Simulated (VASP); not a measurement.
Wanted: the native input for a VASP 6.6.1 run.

```
Task                   : electrostatic potential
Functional             : vdW-DF
Potentials or basis    : VASP PAW PBE potentials, release 64 (Zr_sv, Cd, O)
Cutoff                 : 520 eV
k mesh                 : 5 × 5 × 7
Occupations            : gaussian, width 0.05 eV
Spin                   : spin-orbit coupling, no magnetisation
Further INCAR settings : ALGO = Normal; EDIFF = 1e-07
```

The structure of Zr2CdO lies in POSCAR:

```
Zr2CdO
4.9128
    1.000000000000      0.000000000000      0.000000000000
    0.000000000000      1.000000000000      0.000000000000
    0.000000000000      0.000000000000      0.602829343755
Zr Cd O
2 1 1
Direct
    0.0000000000      0.5000000000      0.5000000000
    0.5000000000      0.0000000000      0.5000000000
    0.5000000000      0.5000000000      0.0000000000
    0.0000000000      0.0000000000      0.0000000000
```

The cell was built by a generator and needn't be a form met in nature.

The input as run:

INCAR

```
  AGGAC = 0.0
  ALGO = Normal
  EDIFF = 1E-7
  ENCUT = 520
  GGA = RE
  GGA_COMPAT = F
  ISIF = 2
  ISMEAR = 0
  LASPH = T
  LCHARG = T
  LMAXMIX = 4
  LORBIT = 11
  LREAL = F
  LSORBIT = T
  LUSE_VDW = T
  LVHAR = T
  LWAVE = F
  MAGMOM = 0 0 0 0 0 0 0 0 0 0 0 0
  NELM = 80
  PREC = Accurate
  SIGMA = 0.05
```

KPOINTS

```
k-points
0
Gamma
  5 5 7
```

Potentials or basis: VASP PAW PBE potentials, release 64 (Zr_sv, Cd, O).

Command:

```bash
$ cat potpaw_PBE.64/Zr_sv/POTCAR potpaw_PBE.64/Cd/POTCAR potpaw_PBE.64/O/POTCAR > POTCAR
$ mpirun -np 1 vasp_ncl > vasp.out
```

Results of the run:

| Item | Value |
| --- | --- |
| Pressure | 3.9 GPa |
| Valence electrons inside the program's atomic spheres | Zr 9.81; Cd 10.66; O 4.83 |

Caveat: the PAW data sets were made with another functional, which shifts forces and pressure a little.

It took 4.7 min on 1 thread of Intel(R) Xeon(R) Platinum 8488C (Sapphire Rapids), on a shared host, peak memory 0.73 GiB.
